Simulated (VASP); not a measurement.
These are r2SCAN meta-GGA, VASP's PBE PAW potentials (set 64) (plane waves; VASP) values and carry that method's errors.

Input for VASP

**INCAR**
```
! general
SYSTEM  = TiO
PREC    = Accurate
ENCUT   = 520   ! plane-wave cut-off (eV)
LREAL   = F   ! projection in real space or not
LASPH   = T   ! aspherical one-centre terms

! electronic loop
EDIFF   = 1E-6
NELM    = 100   ! most electronic steps
ALGO    = Normal
LMAXMIX = 4   ! l cut-off of mixed one-centre charges
LMIXTAU = T

! smearing
ISMEAR  = 1
SIGMA   = 0.1   ! width (eV)

! functional
METAGGA = R2SCAN

! ions
IBRION  = 2
NSW     = 60
ISIF    = 3   ! ions, shape and volume
EDIFFG  = -0.01   ! ionic stop

! output
LWAVE   = F
LCHARG  = F
```

KPOINTS:
```
Automatic mesh
0
Gamma
11 11 11
0 0 0
```

**POSCAR**
```
TiO
1
    0.0000000000     2.6096230000     2.6096230000
    2.6096230000     0.0000000000     2.6096230000
    2.6096230000     2.6096230000     0.0000000000
Ti O
1 1
Direct
  0.0000000000   0.0000000000   0.0000000000
  0.2500000000   0.2500000000   0.2500000000
```

POTCAR, in this order: Ti_sv O (PBE.64 set). Program: vasp_std.

Output of the run:

### OSZICAR
```
       N       E                     dE             d eps       ncg     rms          rms(c)
DAV:   1     0.166434183013E+03    0.16643E+03   -0.96269E+03  1456   0.152E+03
DAV:   2    -0.123165719849E+02   -0.17875E+03   -0.17350E+03  1579   0.406E+02
DAV:   3    -0.315871007870E+02   -0.19271E+02   -0.18893E+02  1920   0.132E+02
DAV:   4    -0.326973154841E+02   -0.11102E+01   -0.11088E+01  2038   0.291E+01
DAV:   5    -0.327361332243E+02   -0.38818E-01   -0.38812E-01  1956   0.474E+00    0.134E+01
DAV:   6    -0.227485375219E+02    0.99876E+01   -0.53365E+01  2170   0.737E+01    0.797E+00
DAV:   7    -0.221233464727E+02    0.62519E+00   -0.98736E+00  2035   0.303E+01    0.262E+00
DAV:   8    -0.221718290669E+02   -0.48483E-01   -0.84740E-01  2063   0.637E+00    0.137E+00
DAV:   9    -0.220662879256E+02    0.10554E+00   -0.48546E-01  1779   0.690E+00    0.596E-01
DAV:  10    -0.221902327852E+02   -0.12394E+00   -0.21136E-01  1629   0.456E+00    0.472E-01
DAV:  11    -0.221924489831E+02   -0.22162E-02   -0.45404E-02  1889   0.168E+00    0.139E-01
DAV:  12    -0.222014271050E+02   -0.89781E-02   -0.65039E-02  1480   0.241E+00    0.236E-01
DAV:  13    -0.221956399399E+02    0.57872E-02   -0.46403E-02  1461   0.213E+00    0.695E-02
DAV:  14    -0.221954241370E+02    0.21580E-03   -0.28513E-03  2015   0.523E-01    0.531E-02
DAV:  15    -0.221957474730E+02   -0.32334E-03   -0.36204E-04  1587   0.205E-01    0.312E-02
DAV:  16    -0.221958299793E+02   -0.82506E-04   -0.19144E-04  1765   0.137E-01    0.186E-02
DAV:  17    -0.221958322611E+02   -0.22817E-05   -0.85183E-05  1562   0.943E-02    0.177E-02
DAV:  18    -0.221958623555E+02   -0.30094E-04   -0.60202E-05  1541   0.926E-02    0.697E-03
DAV:  19    -0.221958626219E+02   -0.26634E-06   -0.42600E-06  1772   0.162E-02
   1 F= -.22195863E+02 E0= -.22196309E+02  d E =-.221959E+02
       N       E                     dE             d eps       ncg     rms          rms(c)
DAV:   1    -0.759454901389E+02   -0.53750E+02   -0.13301E+03  1506   0.446E+02    0.646E+01
DAV:   2    -0.271089883622E+02    0.48837E+02   -0.11358E+02  1481   0.189E+02    0.215E+01
DAV:   3    -0.225238862041E+02    0.45851E+01   -0.51788E+01  2084   0.872E+01    0.106E+01
DAV:   4    -0.226504042086E+02   -0.12652E+00   -0.29458E+00  1644   0.258E+01    0.557E+00
DAV:   5    -0.229861921118E+02   -0.33579E+00   -0.15680E+00  1824   0.114E+01    0.770E-01
DAV:   6    -0.230762407033E+02   -0.90049E-01   -0.24078E-01  2014   0.701E+00    0.113E+00
DAV:   7    -0.231789723734E+02   -0.10273E+00   -0.25215E-01  1596   0.470E+00    0.422E-01
DAV:   8    -0.231742061072E+02    0.47663E-02   -0.92193E-02  1736   0.446E+00    0.246E-01
DAV:   9    -0.231800357797E+02   -0.58297E-02   -0.96372E-03  1678   0.143E+00    0.125E-01
DAV:  10    -0.231808061593E+02   -0.77038E-03   -0.20314E-03  1629   0.578E-01    0.502E-02
DAV:  11    -0.231811188774E+02   -0.31272E-03   -0.15286E-03  2041   0.450E-01    0.131E-02
DAV:  12    -0.231812687352E+02   -0.14986E-03   -0.30695E-04  1616   0.229E-01    0.421E-03
DAV:  13    -0.231812687027E+02    0.32479E-07   -0.94681E-06  1784   0.388E-02
   2 F= -.23181269E+02 E0= -.23181002E+02  d E =-.985406E+00
       N       E                     dE             d eps       ncg     rms          rms(c)
DAV:   1    -0.292474203206E+02   -0.60662E+01   -0.14885E+02  1646   0.206E+02    0.201E+01
DAV:   2    -0.236959530971E+02    0.55515E+01   -0.26397E+01  1541   0.728E+01    0.663E+00
DAV:   3    -0.235640891758E+02    0.13186E+00   -0.53504E+00  1661   0.198E+01    0.182E+00
DAV:   4    -0.235479403093E+02    0.16149E-01   -0.40194E-01  1581   0.987E+00    0.878E-01
DAV:   5    -0.236335447308E+02   -0.85604E-01   -0.44239E-01  2054   0.588E+00    0.101E+00
DAV:   6    -0.236341315895E+02   -0.58686E-03   -0.12951E-02  1684   0.109E+00    0.106E+00
DAV:   7    -0.236410650843E+02   -0.69335E-02   -0.20275E-02  1456   0.210E+00    0.959E-01
DAV:   8    -0.236708318056E+02   -0.29767E-01   -0.55494E-02  1696   0.178E+00    0.112E+00
DAV:   9    -0.236595644626E+02    0.11267E-01   -0.12547E-02  1476   0.182E+00    0.106E+00
DAV:  10    -0.236587015323E+02    0.86293E-03   -0.10107E-03  2200   0.390E-01    0.971E-01
DAV:  11    -0.236579685361E+02    0.73300E-03   -0.21733E-04  1456   0.216E-01    0.879E-01
DAV:  12    -0.236576864380E+02    0.28210E-03   -0.15371E-04  1618   0.166E-01    0.789E-01
DAV:  13    -0.236572194686E+02    0.46697E-03   -0.23976E-04  1531   0.220E-01    0.680E-01
DAV:  14    -0.236564764070E+02    0.74306E-03   -0.19503E-04  1912   0.134E-01    0.568E-01
DAV:  15    -0.236552017691E+02    0.12746E-02   -0.20041E-03  1714   0.422E-01    0.224E-01
DAV:  16    -0.236550510174E+02    0.15075E-03   -0.72396E-04  2323   0.211E-01    0.547E-02
DAV:  17    -0.236550542797E+02   -0.32623E-05   -0.34724E-05  1586   0.763E-02    0.266E-02
DAV:  18    -0.236550515070E+02    0.27727E-05   -0.10010E-05  1996   0.275E-02    0.122E-02
DAV:  19    -0.236550499566E+02    0.15505E-05   -0.30041E-06  1585   0.179E-02    0.212E-03
DAV:  20    -0.236550499918E+02   -0.35249E-07   -0.58619E-07   793   0.803E-03
   3 F= -.23655050E+02 E0= -.23654964E+02  d E =-.145919E+01
       N       E                     dE             d eps       ncg     rms          rms(c)
DAV:   1    -0.236670029273E+02   -0.11953E-01   -0.28455E-01  1741   0.796E+00    0.921E-01
DAV:   2    -0.236555092598E+02    0.11494E-01   -0.50619E-02  1586   0.307E+00    0.254E-01
DAV:   3    -0.236551455992E+02    0.36366E-03   -0.62847E-03  1724   0.741E-01    0.604E-02
DAV:   4    -0.236551663551E+02   -0.20756E-04   -0.65622E-04  1938   0.367E-01    0.373E-02
DAV:   5    -0.236552780603E+02   -0.11171E-03   -0.34650E-04  2003   0.140E-01    0.304E-02
DAV:   6    -0.236552888931E+02   -0.10833E-04   -0.12655E-05  1636   0.403E-02    0.288E-02
DAV:   7    -0.236553554247E+02   -0.66532E-04   -0.28367E-04  1711   0.163E-01    0.161E-02
DAV:   8    -0.236553700110E+02   -0.14586E-04   -0.69934E-05  1501   0.113E-01    0.207E-03
DAV:   9    -0.236553699603E+02    0.50718E-07   -0.20932E-06  1342   0.181E-02
   4 F= -.23655370E+02 E0= -.23655260E+02  d E =-.145951E+01
       N       E                     dE             d eps       ncg     rms          rms(c)
DAV:   1    -0.236587573647E+02   -0.33874E-02   -0.81662E-02  1741   0.429E+00    0.493E-01
DAV:   2    -0.236555123161E+02    0.32450E-02   -0.16196E-02  1586   0.171E+00    0.139E-01
DAV:   3    -0.236553772276E+02    0.13509E-03   -0.18560E-03  1716   0.432E-01    0.412E-02
DAV:   4    -0.236553722351E+02    0.49924E-05   -0.20525E-04  2057   0.193E-01    0.174E-02
DAV:   5    -0.236553944359E+02   -0.22201E-04   -0.78794E-05  1995   0.617E-02    0.157E-02
DAV:   6    -0.236554022518E+02   -0.78159E-05   -0.14148E-05  1471   0.508E-02    0.892E-03
DAV:   7    -0.236554085145E+02   -0.62627E-05   -0.71434E-05  1626   0.794E-02    0.463E-03
DAV:   8    -0.236554090627E+02   -0.54817E-06   -0.11662E-05  1506   0.459E-02    0.362E-03
DAV:   9    -0.236554087429E+02    0.31981E-06   -0.29141E-07   838   0.784E-03
   5 F= -.23655409E+02 E0= -.23655312E+02  d E =-.387826E-04
       N       E                     dE             d eps       ncg     rms          rms(c)
DAV:   1    -0.236559880126E+02   -0.57895E-03   -0.13083E-02  1736   0.171E+00    0.197E-01
DAV:   2    -0.236554548400E+02    0.53317E-03   -0.24361E-03  1586   0.670E-01    0.549E-02
DAV:   3    -0.236554384702E+02    0.16370E-04   -0.29492E-04  1708   0.164E-01    0.143E-02
DAV:   4    -0.236554386275E+02   -0.15730E-06   -0.31543E-05  1997   0.792E-02    0.757E-03
DAV:   5    -0.236554449079E+02   -0.62804E-05   -0.14538E-05  1998   0.278E-02    0.654E-03
DAV:   6    -0.236554464817E+02   -0.15738E-05   -0.96071E-07   956   0.133E-02    0.518E-03
DAV:   7    -0.236554508787E+02   -0.43969E-05   -0.10990E-05  1691   0.293E-02    0.144E-03
DAV:   8    -0.236554511999E+02   -0.32125E-06   -0.19659E-06  1368   0.181E-02
   6 F= -.23655451E+02 E0= -.23655349E+02  d E =-.812396E-04
```

### OUTCAR
```
------------------------ aborting loop because EDIFF is reached ----------------------------------------
  FORCE on cell =-STRESS in cart. coord.  units (eV):
  Direction    XX          YY          ZZ          XY          YZ          ZX
  --------------------------------------------------------------------------------------
  Total       -0.0045298     -0.0045298     -0.0045298     -0.0000000      0.0000000     -0.0000000
  in kB       -0.2947608     -0.2947608     -0.2947608     -0.0000000      0.0000000     -0.0000000
  external PRESSURE =      -0.2947608 kB  Pullay stress =       0.0000000 kB
  volume of cell :       24.62
      direct lattice vectors                 reciprocal lattice vectors
    -0.000000000  2.309029983  2.309029983    -0.216541147  0.216541147  0.216541147
     2.309029983  0.000000000  2.309029983     0.216541147 -0.216541147  0.216541147
     2.309029983  2.309029983  0.000000000     0.216541147  0.216541147 -0.216541147
 POSITION                                       TOTAL-FORCE (eV/Angst)
 -----------------------------------------------------------------------------------
      2.30903      0.00000      2.30903         0.000000      0.000000      0.000000
      1.15451      1.15451      1.15451        -0.000000     -0.000000     -0.000000
 -----------------------------------------------------------------------------------
    total drift:                                0.000000      0.000000      0.000000
  FREE ENERGIE OF THE ION-ELECTRON SYSTEM (eV)
  ---------------------------------------------------
  free  energy   TOTEN  =       -23.6554511999 eV

  energy  without entropy=      -23.6551446784  energy(sigma->0) =      -23.65534903

 reached required accuracy - stopping structural energy minimisation
```
(Selected blocks of OUTCAR.)

**CONTCAR**
```
TiO
   1.00000000000000
    -0.0000000000000000    2.3090299828689300    2.3090299828689300
     2.3090299828689300    0.0000000000000000    2.3090299828689300
     2.3090299828689300    2.3090299828689300    0.0000000000000000
  Ti              O
     1     1
Direct
     0.0000000000000000    1.0000000000000000    0.0000000000000000
     0.2500000000000000    0.2500000000000000    0.2500000000000000
```

Energy and stress use the plane-wave basis of the starting cell.

The structure was generated: TiO was put into the zinc blende type (F-43m), which need not be its known phase. This run relaxes it. Symmetry was kept, so distortions that lower it aren't found.
